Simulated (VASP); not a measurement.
Computed with PBE GGA, VASP's PBE PAW potentials (set 64) (plane waves; VASP).

The input files of a VASP run:

### KPOINTS
```
K-points
0
G
  7 7 7
```

### INCAR
```
SYSTEM = Si
PREC = Accurate; ENCUT = 300; LREAL = .FALSE.
LASPH = .TRUE.
EDIFF = 1E-6; NELM = 100; ALGO = Normal
ISMEAR = -1; SIGMA = 0.01
GGA = PE
ISIF = 2
LWAVE = .FALSE.; LCHARG = .FALSE.
```

File POSCAR:
```
Si
1
    0.0000000000     2.7155000000     2.7155000000
    2.7155000000     0.0000000000     2.7155000000
    2.7155000000     2.7155000000     0.0000000000
Si
2
Direct
  0.0000000000   0.0000000000   0.0000000000
  0.2500000000   0.2500000000   0.2500000000
```

POTCAR, in this order: Si (PBE.64 set). Program: vasp_std.

Output

File OUTCAR:
```
 ion  position               nearest neighbor table
   1  0.000  0.000  0.000-   2 2.35   2 2.35   2 2.35   2 2.35
   2  0.250  0.250  0.250-   1 2.35   1 2.35   1 2.35   1 2.35
  LATTYP: Found a face centered cubic cell.
 ALAT       =     5.4310000000
 Subroutine PRICEL returns:
 Original cell was already a primitive cell.
 Subroutine GETGRP returns: Found 48 space group operations
The static configuration has the point symmetry T_d .
 The point group associated with its full space group is O_h .
The dynamic configuration has the point symmetry T_d .
 Subroutine INISYM returns: Found 48 space group operations
 Subroutine IBZKPT returns following result:
 Found     20 irreducible k-points:

 Following reciprocal coordinates:
            Coordinates               Weight
  0.000000  0.000000  0.000000      1.000000
  0.142857  0.000000  0.000000      8.000000
  0.285714  0.000000  0.000000      8.000000
  0.428571  0.000000  0.000000      8.000000
  0.142857  0.142857  0.000000      6.000000
  0.285714  0.142857  0.000000     24.000000
  0.428571  0.142857  0.000000     24.000000
 -0.428571  0.142857  0.000000     24.000000
 -0.285714  0.142857  0.000000     24.000000
 -0.142857  0.142857  0.000000     12.000000
  0.285714  0.285714  0.000000      6.000000
  0.428571  0.285714  0.000000     24.000000
 -0.428571  0.285714  0.000000     24.000000
 -0.285714  0.285714  0.000000     12.000000
  0.428571  0.428571  0.000000      6.000000
 -0.428571  0.428571  0.000000     12.000000
  0.428571  0.285714  0.142857     24.000000
 -0.428571  0.285714  0.142857     48.000000
 -0.428571  0.428571  0.142857     24.000000
 -0.285714  0.428571  0.142857     24.000000
   k-points           NKPTS =     20   k-points in BZ     NKDIM =     20   number of bands    NBANDS=      8
   number of dos      NEDOS =    301   number of ions     NIONS =      2
   total plane-waves  NPLWV =  13824
...
```

File OSZICAR:
```
       N       E                     dE             d eps       ncg     rms          rms(c)
DAV:   1     0.225530212373E+01    0.22553E+01   -0.25337E+03   320   0.498E+02
DAV:   2    -0.108597534750E+02   -0.13115E+02   -0.12297E+02   512   0.687E+01
DAV:   3    -0.110098119186E+02   -0.15006E+00   -0.15006E+00   376   0.905E+00
DAV:   4    -0.110105045283E+02   -0.69261E-03   -0.69261E-03   560   0.666E-01
DAV:   5    -0.110105046783E+02   -0.14995E-06   -0.14983E-06   368   0.856E-03    0.500E+00
DAV:   6    -0.108850322039E+02    0.12547E+00   -0.82623E-02   416   0.150E+00    0.307E+00
DAV:   7    -0.108278032170E+02    0.57229E-01   -0.15653E-01   392   0.219E+00    0.194E-01
DAV:   8    -0.108288704340E+02   -0.10672E-02   -0.38532E-03   360   0.464E-01    0.740E-02
DAV:   9    -0.108290708020E+02   -0.20037E-03   -0.19613E-04   464   0.107E-01    0.563E-02
DAV:  10    -0.108290968308E+02   -0.26029E-04   -0.30470E-05   352   0.411E-02    0.900E-03
DAV:  11    -0.108290965571E+02    0.27362E-06   -0.52788E-07   456   0.510E-03
   1 F= -.10829097E+02 E0= -.10829097E+02  d E =-.487638E-12
```

### OUTCAR
```
------------------------ aborting loop because EDIFF is reached ----------------------------------------
  FORCE on cell =-STRESS in cart. coord.  units (eV):
  Direction    XX          YY          ZZ          XY          YZ          ZX
  --------------------------------------------------------------------------------------
  Total        0.4608526      0.4608526      0.4608526     -0.0000000     -0.0000000     -0.0000000
  in kB       18.4371254     18.4371254     18.4371254     -0.0000000     -0.0000000     -0.0000000
  external PRESSURE =      18.4371254 kB  Pullay stress =       0.0000000 kB
  volume of cell :       40.05
      direct lattice vectors                 reciprocal lattice vectors
     0.000000000  2.715500000  2.715500000    -0.184128153  0.184128153  0.184128153
     2.715500000  0.000000000  2.715500000     0.184128153 -0.184128153  0.184128153
     2.715500000  2.715500000  0.000000000     0.184128153  0.184128153 -0.184128153
 POSITION                                       TOTAL-FORCE (eV/Angst)
 -----------------------------------------------------------------------------------
      0.00000      0.00000      0.00000        -0.000000      0.000000      0.000000
      1.35775      1.35775      1.35775         0.000000     -0.000000     -0.000000
 -----------------------------------------------------------------------------------
    total drift:                               -0.000000     -0.000000      0.000000
  FREE ENERGIE OF THE ION-ELECTRON SYSTEM (eV)
  ---------------------------------------------------
  free  energy   TOTEN  =       -10.8290965571 eV

  energy  without entropy=      -10.8290965571  energy(sigma->0) =      -10.82909656
```
(Selected blocks of OUTCAR.)

The structure is a typed Si crystal (Fd-3m). The cell was not relaxed at this level.
